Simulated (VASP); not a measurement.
Method: LDA (Ceperley-Alder, Perdew-Zunger), VASP's LDA PAW potentials (set 64) (plane waves; VASP).

VASP input:

POSCAR:
```
KMgF3
1
    3.9900000000     0.0000000000     0.0000000000
    0.0000000000     3.9900000000     0.0000000000
    0.0000000000     0.0000000000     3.9900000000
K Mg F
1 1 3
Direct
  0.0000000000   0.0000000000   0.0000000000
  0.5000000000   0.5000000000   0.5000000000
  0.5000000000   0.0000000000   0.5000000000
  0.0000000000   0.5000000000   0.5000000000
  0.5000000000   0.5000000000   0.0000000000
```

INCAR:
```
ISIF=2
PREC=Accurate
IBRION=8   ! DFPT with symmetry
ALGO=Normal   ! blocked Davidson
NSW=1
SIGMA=0.05   ! width (eV)
LCHARG=.FALSE.
LEPSILON=.TRUE.
ISMEAR=-1   ! Fermi-Dirac
EDIFF=1E-8   ! SCF stop (eV)
LASPH=.TRUE.   ! aspherical one-centre terms
LREAL=.FALSE.   ! projection in real space or not
SYSTEM=KMgF3
LWAVE=.FALSE.
ENCUT=400   ! plane-wave cut-off (eV)
NELM=100
```

### KPOINTS
```
Automatic mesh
0
Gamma
8 8 8
0 0 0
```

POTCAR, in this order: K_sv Mg F (LDA.64 set). Program: vasp_std.

Output

File OSZICAR:
```
...
RMM:  87    -0.307837221368E+00    0.19773E-10   -0.23986E-07  6104   0.279E-04    0.470E-07
RMM:  88    -0.307837221404E+00   -0.36382E-10   -0.25215E-07  6095   0.279E-04    0.327E-07
RMM:  89    -0.307837221380E+00    0.24356E-10   -0.23875E-07  6099   0.279E-04    0.475E-07
RMM:  90    -0.307837221407E+00   -0.27173E-10   -0.25201E-07  6098   0.279E-04    0.332E-07
RMM:  91    -0.307837221382E+00    0.24878E-10   -0.23886E-07  6098   0.279E-04    0.424E-07
RMM:  92    -0.307837221398E+00   -0.16214E-10   -0.25098E-07  6096   0.279E-04    0.322E-07
RMM:  93    -0.307837221369E+00    0.29125E-10   -0.23822E-07  6096   0.279E-04    0.441E-07
RMM:  94    -0.307837221371E+00   -0.17467E-11   -0.25043E-07  6093   0.279E-04    0.301E-07
RMM:  95    -0.307837221391E+00   -0.19989E-10   -0.23842E-07  6095   0.279E-04    0.458E-07
RMM:  96    -0.307837221418E+00   -0.26667E-10   -0.25099E-07  6091   0.279E-04    0.271E-07
RMM:  97    -0.307837221381E+00    0.36285E-10   -0.23880E-07  6096   0.279E-04    0.451E-07
RMM:  98    -0.307837221388E+00   -0.70988E-11   -0.25106E-07  6095   0.279E-04    0.296E-07
RMM:  99    -0.307837221384E+00    0.43326E-11   -0.23931E-07  6095   0.279E-04    0.425E-07
RMM: 100    -0.307837221418E+00   -0.34300E-10   -0.25192E-07  6091   0.279E-04    0.297E-07
 Linear response progress:
  Degree of freedom:   2/  4
       N       E                     dE             d eps       ncg     rms          rms(c)
RMM:   1    -0.289155168637E-02   -0.28916E-02    0.11652E-02  5286   0.608E-01
RMM:   2    -0.286773761602E-02    0.23814E-04   -0.12813E-04  5080   0.792E-02    0.420E-02
RMM:   3    -0.282592799082E-02    0.41810E-04   -0.25349E-05  5411   0.292E-02    0.241E-02
RMM:   4    -0.280661102754E-02    0.19317E-04   -0.30574E-05  5289   0.302E-02    0.302E-03
RMM:   5    -0.280065039159E-02    0.59606E-05   -0.10705E-06  5735   0.613E-03    0.621E-04
RMM:   6    -0.279924203127E-02    0.14084E-05   -0.18000E-07  5982   0.191E-03    0.351E-04
RMM:   7    -0.279887927147E-02    0.36276E-06   -0.39862E-08  6188   0.795E-04    0.755E-05
RMM:   8    -0.279879406800E-02    0.85203E-07   -0.99761E-09  6267   0.327E-04    0.411E-05
RMM:   9    -0.279882832118E-02   -0.34253E-07   -0.58060E-10  6243   0.159E-04    0.166E-05
RMM:  10    -0.279882398887E-02    0.43323E-08   -0.25559E-09  6400   0.914E-05    0.690E-06
 Linear response progress:
  Degree of freedom:   3/  4
       N       E                     dE             d eps       ncg     rms          rms(c)
RMM:   1    -0.524654743838E+00   -0.52465E+00    0.59847E-01  8605   0.402E+00
RMM:   2    -0.524855544269E+00   -0.20080E-03   -0.48873E-03  7894   0.475E-01    0.889E-02
RMM:   3    -0.526118111016E+00   -0.12626E-02   -0.50614E-04  7964   0.134E-01    0.494E-02
RMM:   4    -0.527769632973E+00   -0.16515E-02   -0.33747E-04  7678   0.110E-01    0.855E-03
RMM:   5    -0.527764769012E+00    0.48640E-05   -0.42918E-05  9896   0.285E-02    0.276E-03
RMM:   6    -0.527738738313E+00    0.26031E-04   -0.79589E-06 10331   0.925E-03    0.110E-03
RMM:   7    -0.527745814098E+00   -0.70758E-05   -0.15753E-06 10289   0.399E-03    0.382E-04
RMM:   8    -0.527741307139E+00    0.45070E-05   -0.43639E-07 10666   0.180E-03    0.219E-04
RMM:   9    -0.527743022565E+00   -0.17154E-05   -0.25034E-07 10633   0.104E-03    0.361E-05
RMM:  10    -0.527742725234E+00    0.29733E-06   -0.25459E-07 10977   0.702E-04    0.298E-05
RMM:  11    -0.527742791421E+00   -0.66187E-07   -0.12995E-07 10958   0.565E-04    0.818E-06
RMM:  12    -0.527742788143E+00    0.32786E-08   -0.24631E-07 11128   0.504E-04    0.400E-06
RMM:  13    -0.527742787647E+00    0.49533E-09   -0.19906E-07 10602   0.480E-04    0.328E-06
RMM:  14    -0.527742793908E+00   -0.62607E-08   -0.18600E-07 10644   0.469E-04    0.136E-06
RMM:  15    -0.527742797246E+00   -0.33381E-08   -0.19230E-07 10268   0.465E-04    0.146E-06
RMM:  16    -0.527742793276E+00    0.39698E-08   -0.23711E-07 10029   0.463E-04    0.202E-06
RMM:  17    -0.527742795830E+00   -0.25533E-08   -0.16916E-07  9788   0.462E-04    0.147E-06
RMM:  18    -0.527742798212E+00   -0.23826E-08   -0.20506E-07  9664   0.462E-04    0.803E-07
RMM:  19    -0.527742797365E+00    0.84729E-09   -0.14848E-07  9449   0.462E-04    0.795E-07
RMM:  20    -0.527742797353E+00    0.11972E-10   -0.22379E-07  9391   0.462E-04    0.630E-07
RMM:  21    -0.527742797330E+00    0.23404E-10   -0.16694E-07  9419   0.462E-04    0.565E-07
RMM:  22    -0.527742797254E+00    0.75421E-10   -0.18908E-07  9486   0.462E-04    0.489E-07
RMM:  23    -0.527742797456E+00   -0.20197E-09   -0.17931E-07  9522   0.462E-04    0.730E-07
RMM:  24    -0.527742797418E+00    0.38072E-10   -0.19567E-07  9579   0.462E-04    0.484E-07
RMM:  25    -0.527742798294E+00   -0.87571E-09   -0.16015E-07  9647   0.462E-04    0.422E-07
RMM:  26    -0.527742798226E+00    0.67953E-10   -0.18494E-07  9697   0.462E-04    0.511E-07
RMM:  27    -0.527742798170E+00    0.56186E-10   -0.16549E-07  9743   0.462E-04    0.366E-07
RMM:  28    -0.527742798270E+00   -0.10055E-09   -0.19514E-07  9799   0.462E-04    0.292E-07
RMM:  29    -0.527742798378E+00   -0.10801E-09   -0.16639E-07  9856   0.462E-04    0.398E-07
RMM:  30    -0.527742798419E+00   -0.41021E-10   -0.18857E-07  9902   0.462E-04    0.217E-07
RMM:  31    -0.527742798543E+00   -0.12402E-09   -0.17623E-07  9945   0.462E-04    0.583E-07
RMM:  32    -0.527742798548E+00   -0.43397E-11   -0.19464E-07  9995   0.462E-04    0.267E-07
RMM:  33    -0.527742798569E+00   -0.21080E-10   -0.19051E-07 10005   0.461E-04    0.590E-07
RMM:  34    -0.527742798525E+00    0.44157E-10   -0.24997E-07 10051   0.462E-04    0.313E-07
RMM:  35    -0.527742798510E+00    0.15043E-10   -0.17558E-07 10052   0.462E-04    0.571E-07
RMM:  36    -0.527742798500E+00    0.92503E-11   -0.20106E-07 10112   0.462E-04    0.402E-07
RMM:  37    -0.527742798530E+00   -0.29226E-10   -0.16416E-07 10137   0.462E-04    0.549E-07
RMM:  38    -0.527742798519E+00    0.10790E-10   -0.18631E-07 10157   0.462E-04    0.521E-07
RMM:  39    -0.527742798570E+00   -0.50776E-10   -0.17268E-07 10185   0.462E-04    0.604E-07
RMM:  40    -0.527742798556E+00    0.13164E-10   -0.20483E-07 10209   0.462E-04    0.742E-07
RMM:  41    -0.527742798527E+00    0.29806E-10   -0.16822E-07 10225   0.461E-04    0.693E-07
RMM:  42    -0.527742798475E+00    0.51989E-10   -0.20428E-07 10238   0.461E-04    0.822E-07
RMM:  43    -0.527742798450E+00    0.24546E-10   -0.17252E-07 10252   0.461E-04    0.815E-07
 Linear response progress:
  Degree of freedom:   4/  4
       N       E                     dE             d eps       ncg     rms          rms(c)
RMM:   1    -0.525921480590E+00   -0.52592E+00    0.76242E-01  5020   0.405E+00
RMM:   2    -0.526196233983E+00   -0.27475E-03   -0.67239E-03  4771   0.535E-01    0.108E-01
RMM:   3    -0.527603837948E+00   -0.14076E-02   -0.88541E-04  4735   0.159E-01    0.600E-02
RMM:   4    -0.529538332309E+00   -0.19345E-02   -0.66008E-04  4706   0.139E-01    0.104E-02
RMM:   5    -0.529448776082E+00    0.89556E-04   -0.67287E-05  5701   0.330E-02    0.362E-03
RMM:   6    -0.529418599037E+00    0.30177E-04   -0.13574E-05  5757   0.125E-02    0.790E-04
RMM:   7    -0.529440186197E+00   -0.21587E-04   -0.27606E-06  5888   0.535E-03    0.277E-04
RMM:   8    -0.529439321640E+00    0.86456E-06   -0.69714E-07  6197   0.244E-03    0.898E-05
RMM:   9    -0.529438133444E+00    0.11882E-05   -0.33551E-07  6349   0.125E-03    0.303E-05
RMM:  10    -0.529438781834E+00   -0.64839E-06    0.74126E-08  6332   0.760E-04    0.172E-05
RMM:  11    -0.529438847079E+00   -0.65245E-07   -0.86260E-08  6573   0.544E-04    0.123E-05
RMM:  12    -0.529438876352E+00   -0.29273E-07   -0.35997E-08  6401   0.455E-04    0.275E-06
RMM:  13    -0.529438883830E+00   -0.74786E-08   -0.89657E-08  6458   0.417E-04    0.107E-06
 Linear response finished
```

File OUTCAR:
```
------------------------ aborting loop because EDIFF is reached ----------------------------------------

 HEAD OF MICROSCOPIC STATIC DIELECTRIC TENSOR (INDEPENDENT PARTICLE, excluding Hartree and local field effects)
 ------------------------------------------------------
           2.199174     0.000000    -0.000000
           0.000000     2.199174    -0.000000
           0.000000     0.000000     2.199174
 ------------------------------------------------------

 MACROSCOPIC STATIC DIELECTRIC TENSOR (including local field effects in DFT)
 ------------------------------------------------------
           2.100357     0.000000     0.000000
           0.000000     2.100357     0.000000
           0.000000     0.000000     2.100357
 ------------------------------------------------------

 PIEZOELECTRIC TENSOR (including local field effects)  for field in x, y, z        (e  Angst)
          XX          YY          ZZ          XY          YZ          ZX
  --------------------------------------------------------------------------------
  x     0.00000     0.00000     0.00000     0.00000     0.00000     0.00000
  y     0.00000     0.00000     0.00000     0.00000     0.00000     0.00000
  z     0.00000     0.00000     0.00000     0.00000     0.00000     0.00000

 PIEZOELECTRIC TENSOR (including local field effects)  for field in x, y, z        (C/m^2)
          XX          YY          ZZ          XY          YZ          ZX
  --------------------------------------------------------------------------------
  x     0.00000     0.00000     0.00000     0.00000     0.00000     0.00000
  y     0.00000     0.00000     0.00000     0.00000     0.00000     0.00000
  z     0.00000     0.00000     0.00000     0.00000     0.00000     0.00000

 BORN EFFECTIVE CHARGES (including local field effects) (in |e|, cummulative output)
 ---------------------------------------------------------------------------------
 ion    1
    1     1.17525     0.00000     0.00000
    2     0.00000     1.17525    -0.00000
    3     0.00000    -0.00000     1.17525
 ion    2
    1     1.98887     0.00000     0.00000
    2     0.00000     1.98887    -0.00000
    3     0.00000     0.00000     1.98887
 ion    3
    1    -0.95871     0.00000    -0.00000
    2     0.00000    -1.24670     0.00000
    3     0.00000    -0.00000    -0.95871
 ion    4
    1    -1.24670     0.00000     0.00000
    2     0.00000    -0.95871    -0.00000
    3    -0.00000     0.00000    -0.95871
 ion    5
    1    -0.95871     0.00000     0.00000
    2    -0.00000    -0.95871    -0.00000
    3     0.00000     0.00000    -1.24670

   1 f  =   13.437040 THz    84.427411 2PiTHz  448.211400 cm-1    55.571106 meV
             X         Y         Z           dx          dy          dz
      0.000000  0.000000  0.000000    -0.002469   -0.011897    0.000000
      1.995000  1.995000  1.995000     0.109598    0.528196    0.000000
      1.995000  0.000000  1.995000     0.023370   -0.808838    0.000000
      0.000000  1.995000  1.995000    -0.167830    0.112629   -0.000000
      1.995000  1.995000  0.000000     0.023370    0.112629    0.000000

   2 f  =   13.437040 THz    84.427411 2PiTHz  448.211400 cm-1    55.571106 meV
             X         Y         Z           dx          dy          dz
      0.000000  0.000000  0.000000     0.000000    0.000000    0.012151
      1.995000  1.995000  1.995000    -0.000000   -0.000000   -0.539447
      1.995000  0.000000  1.995000    -0.000000    0.000000   -0.115028
      0.000000  1.995000  1.995000     0.000000   -0.000000   -0.115028
      1.995000  1.995000  0.000000    -0.000000   -0.000000    0.826067

   3 f  =   13.437040 THz    84.427411 2PiTHz  448.211400 cm-1    55.571106 meV
             X         Y         Z           dx          dy          dz
      0.000000  0.000000  0.000000     0.011897   -0.002469   -0.000000
      1.995000  1.995000  1.995000    -0.528196    0.109598   -0.000000
      1.995000  0.000000  1.995000    -0.112629   -0.167830    0.000000
      0.000000  1.995000  1.995000     0.808838    0.023370   -0.000000
      1.995000  1.995000  0.000000    -0.112629    0.023370    0.000000

   4 f  =    8.623491 THz    54.182989 2PiTHz  287.648684 cm-1    35.663875 meV
             X         Y         Z           dx          dy          dz
      0.000000  0.000000  0.000000     0.030842   -0.106278    0.001248
      1.995000  1.995000  1.995000    -0.188626    0.649991   -0.007633
      1.995000  0.000000  1.995000     0.129338    0.301905    0.005234
      0.000000  1.995000  1.995000    -0.087612   -0.445690    0.005234
      1.995000  1.995000  0.000000     0.129338   -0.445690   -0.003545

   5 f  =    8.623491 THz    54.182989 2PiTHz  287.648684 cm-1    35.663875 meV
             X         Y         Z           dx          dy          dz
      0.000000  0.000000  0.000000     0.104589    0.030116   -0.020053
      1.995000  1.995000  1.995000    -0.639657   -0.184187    0.122643
      1.995000  0.000000  1.995000     0.438603   -0.085550   -0.084095
      0.000000  1.995000  1.995000    -0.297105    0.126294   -0.084095
      1.995000  1.995000  0.000000     0.438603    0.126294    0.056965

   6 f  =    8.623491 THz    54.182989 2PiTHz  287.648684 cm-1    35.663875 meV
             X         Y         Z           dx          dy          dz
      0.000000  0.000000  0.000000    -0.018918   -0.006768   -0.108831
      1.995000  1.995000  1.995000     0.115699    0.041392    0.665603
      1.995000  0.000000  1.995000    -0.079333    0.019225   -0.456394
      0.000000  1.995000  1.995000     0.053739   -0.028382   -0.456394
      1.995000  1.995000  0.000000    -0.079333   -0.028382    0.309156

   7 f  =    5.584873 THz    35.090795 2PiTHz  186.291327 cm-1    23.097170 meV
             X         Y         Z           dx          dy          dz
      0.000000  0.000000  0.000000     0.000000    0.000000    0.000000
      1.995000  1.995000  1.995000    -0.000000   -0.000000   -0.000000
      1.995000  0.000000  1.995000    -0.433306   -0.000000    0.253792
      0.000000  1.995000  1.995000    -0.000000    0.497831   -0.253792
      1.995000  1.995000  0.000000     0.433306   -0.497831   -0.000000

   8 f  =    5.584873 THz    35.090795 2PiTHz  186.291327 cm-1    23.097170 meV
...
```
(Selected blocks of OUTCAR.)

The structure is a typed KMgF3 crystal (Pm-3m). The cell was not relaxed at this level. The run is one of a series of settings (EDIFF = 1E-8, GGA removed, IBRION = 8, LEPSILON = .TRUE., NSW = 1, POTCAR K_sv Mg F (LDA.64 set) against the base run), some of them coarse on purpose.
